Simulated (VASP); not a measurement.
Computed with optB86b-vdW, VASP's PBE PAW potentials (set 64) (plane waves; VASP).

Input for VASP

**KPOINTS**
```
k-points along high-symmetry lines
15
Line-mode
Reciprocal
  0.000000   0.000000   0.000000 ! GAMMA
  0.500000   0.000000   0.500000 ! X

  0.500000   0.000000   0.500000 ! X
  0.625000   0.250000   0.625000 ! U

  0.375000   0.375000   0.750000 ! K
  0.000000   0.000000   0.000000 ! GAMMA

  0.000000   0.000000   0.000000 ! GAMMA
  0.500000   0.500000   0.500000 ! L

  0.500000   0.500000   0.500000 ! L
  0.500000   0.250000   0.750000 ! W

  0.500000   0.250000   0.750000 ! W
  0.500000   0.000000   0.500000 ! X
```

**INCAR**
```
SYSTEM = SrCl2
PREC = Accurate
ENCUT = 520
EDIFF = 1E-7
NELM = 100
ALGO = Normal
LREAL = .FALSE.
LASPH = .TRUE.
ISMEAR = 0
SIGMA = 0.05
GGA = MK
PARAM1 = 0.1234
PARAM2 = 1.0
LUSE_VDW = .TRUE.
AGGAC = 0.0
LMAXMIX = 4
LWAVE = .FALSE.
LCHARG = .FALSE.
LORBIT = 11
ICHARG = 11
```

**POSCAR**
```
SrCl2
1.0
  0.0000000000   3.4761886138   3.4761886138
  3.4761886138   0.0000000000   3.4761886138
  3.4761886138   3.4761886138   0.0000000000
Sr Cl
1 2
Direct
  1.0000000000   1.0000000000   0.0000000000
  0.2500000000   0.2500000000   0.2500000000
  0.7500000000   0.7500000000   0.7500000000
```

POTCAR, in this order: Sr_sv Cl (PBE.64 set). Program: vasp_std. Read from the step before: CHGCAR.

The resulting files:

OUTCAR:
```
 ion  position               nearest neighbor table
   1  0.000  0.000  0.000-   2 3.01   3 3.01   3 3.01   3 3.01   3 3.01   2 3.01   2 3.01   2 3.01
  LATTYP: Found a face centered cubic cell.
 ALAT       =     6.9523772276
 Subroutine PRICEL returns:
 Original cell was already a primitive cell.
 Subroutine GETGRP returns: Found 48 space group operations
The static configuration has the point symmetry O_h .
The dynamic configuration has the point symmetry O_h .
 Subroutine INISYM returns: Found 48 space group operations
   k-points           NKPTS =     90   k-points in BZ     NKDIM =     90   number of bands    NBANDS=     16
   number of dos      NEDOS =    301   number of ions     NIONS =      3
   total plane-waves  NPLWV =  64000
   dimension x,y,z NGX =    40 NGY =   40 NGZ =   40
   dimension x,y,z NGXF=    80 NGYF=   80 NGZF=   80
   ions per type =               1   2
   PREC   = accura    normal or accurate (medium, high low for compatibility)
   ISTART =      0    job   : 0-new  1-cont  2-samecut
   ICHARG =     11    charge: 1-file 2-atom 10-const
   ISPIN  =      1    spin polarized calculation?
   LNONCOLLINEAR =      F non collinear calculations
   LSORBIT =      F    spin-orbit coupling
   INIWAV =      1    electr: 0-lowe 1-rand  2-diag
   ENCUT  =  520.0 eV  38.22 Ry    6.18 a.u.   9.14  9.14  9.14*2*pi/ulx,y,z
   NELM   =    100;   NELMIN=  2; NELMDL= -5     # of ELM steps
   EDIFF  = 0.1E-06   stopping-criterion for ELM
   LREAL  =      F    real-space projection
   NLSPLINE    = F    spline interpolate recip. space projectors
   LMAXMIX     =    4 max onsite mixed and CHGCAR
   VOSKOWN=      0    Vosko Wilk Nusair interpolation
   EDIFFG = 0.1E-05   stopping-criterion for IOM
   NSW    =      0    number of steps for IOM
   NBLOCK =      1;   KBLOCK =      1    inner block; outer block
   IBRION =     -1    ionic relax: 0-MD 1-quasi-New 2-CG
   NFREE  =      0    steps in history (QN), initial steepest desc. (CG)
   ISIF   =      2    stress and relaxation
   ISYM   =      2    0-nonsym 1-usesym 2-fastsym
   TEIN   =    0.0    initial temperature
   TEBEG  =    0.0;   TEEND  =   0.0 temperature during run
   SMASS  =  -3.00    Nose mass-parameter (am)
   PSTRESS=    0.0 pullay stress
   NELECT =      24.0000    total number of electrons
   EFERMI =   0.00;   METHOD = LEGACY
   ISMEAR =     0;   SIGMA  =   0.05  broadening in eV -4-tet -1-fermi 0-gaus
   IALGO  =     38    algorithm
   LDIAG  =      T    sub-space diagonalisation (order eigenvalues)
   IMIX   =      4    mixing-type and parameters
     AMIX     =   0.40;   BMIX     =  1.00
     AMIX_MAG =   1.60;   BMIX_MAG =  1.00
     AMIN     =   0.10
   GGA     = MK    functional components
   VOSKOWN =     0    Vosko Wilk Nusair interpolation
   LHFCALC =     F    Hartree Fock is set to
   LHFONE  =     F    Hartree Fock one center treatment
   AEXX    =    0.0000 exact exchange contribution
   LUSE_VDW   =     T    switch on vdW DFT
   IVDW    =     0    specifies the selected vdW correction
   LEPSILON=     F    determine dielectric tensor
   LRPA    =     F    only Hartree local field effects (RPA)
  energy-cutoff  :      520.00
  volume of cell :       84.01
      direct lattice vectors                 reciprocal lattice vectors
     0.000000000  3.476188614  3.476188614    -0.143835693  0.143835693  0.143835693
     3.476188614  0.000000000  3.476188614     0.143835693 -0.143835693  0.143835693
     3.476188614  3.476188614  0.000000000     0.143835693  0.143835693 -0.143835693
 k-point     1 :   0.0000 0.0000 0.0000  plane waves:    2229
 k-point     2 :   0.0357 0.0000 0.0357  plane waves:    2245
 k-point     3 :   0.0714 0.0000 0.0714  plane waves:    2237
 k-point     4 :   0.1071 0.0000 0.1071  plane waves:    2237
 k-point     5 :   0.1429 0.0000 0.1429  plane waves:    2253
 k-point     6 :   0.1786 0.0000 0.1786  plane waves:    2249
 k-point     7 :   0.2143 0.0000 0.2143  plane waves:    2261
 k-point     8 :   0.2500 0.0000 0.2500  plane waves:    2269
 k-point     9 :   0.2857 0.0000 0.2857  plane waves:    2273
 k-point    10 :   0.3214 0.0000 0.3214  plane waves:    2269
...
```

File OSZICAR:
```
       N       E                     dE             d eps       ncg     rms          rms(c)
DAV:   1     0.152899569344E+03    0.15290E+03   -0.11707E+04  2880   0.134E+03
DAV:   2     0.185016338136E+01   -0.15105E+03   -0.14783E+03  3856   0.248E+02
DAV:   3    -0.689087582020E+01   -0.87410E+01   -0.87333E+01  3984   0.635E+01
DAV:   4    -0.719582715873E+01   -0.30495E+00   -0.30487E+00  5024   0.915E+00
DAV:   5    -0.719836275841E+01   -0.25356E-02   -0.25356E-02  4120   0.771E-01
DAV:   6    -0.719841364140E+01   -0.50883E-04   -0.50883E-04  4416   0.973E-02
DAV:   7    -0.719841501986E+01   -0.13785E-05   -0.13784E-05  4360   0.145E-02
DAV:   8    -0.719841505156E+01   -0.31695E-07   -0.31695E-07  4312   0.235E-03
   1 F= -.71984151E+01 E0= -.71984151E+01  d E =-.693266E-22
```

File OUTCAR:
```
 val. band max:        0.1448489815   @ k =   0.5000   0.0000   0.5000

 cond. band min:       5.3799885660   @ k =   0.0000   0.0000   0.0000



 k-point     1 :       0.0000    0.0000    0.0000
  band No.  band energies     occupation
      1     -32.6943      2.00000
      2     -14.6932      2.00000
      3     -14.6932      2.00000
      4     -14.6932      2.00000
      5     -13.1654      2.00000
      6     -12.2866      2.00000
      7      -2.0218      2.00000
      8      -2.0218      2.00000
      9      -2.0218      2.00000
     10      -0.2014      2.00000
     11      -0.2014      2.00000
     12      -0.2014      2.00000
     13       5.3800      0.00000
     14       6.2080      0.00000
     15       6.2080      0.00000
     16       9.0970      0.00000

 k-point     2 :       0.0357    0.0000    0.0357
  band No.  band energies     occupation
      1     -32.6942      2.00000
      2     -14.6998      2.00000
      3     -14.6937      2.00000
      4     -14.6937      2.00000
      5     -13.1540      2.00000
      6     -12.2908      2.00000
      7      -2.0197      2.00000
      8      -2.0197      2.00000
      9      -2.0001      2.00000
     10      -0.2465      2.00000
     11      -0.2004      2.00000
     12      -0.2004      2.00000
     13       5.4212      0.00000
     14       6.2201      0.00000
     15       6.2251      0.00000
     16       9.0048      0.00000

 k-point     3 :       0.0714    0.0000    0.0714
  band No.  band energies     occupation
      1     -32.6940      2.00000
      2     -14.7187      2.00000
      3     -14.6950      2.00000
      4     -14.6950      2.00000
      5     -13.1206      2.00000
      6     -12.3033      2.00000
      7      -2.0135      2.00000
      8      -2.0135      2.00000
      9      -1.9356      2.00000
     10      -0.3747      2.00000
     11      -0.1975      2.00000
     12      -0.1975      2.00000
     13       5.5370      0.00000
     14       6.2564      0.00000
...
```

The density is held fixed in this step, so its total energy and stress have no physical meaning.

The compound is SrCl2 in the fluorite structure. It was relaxed first.
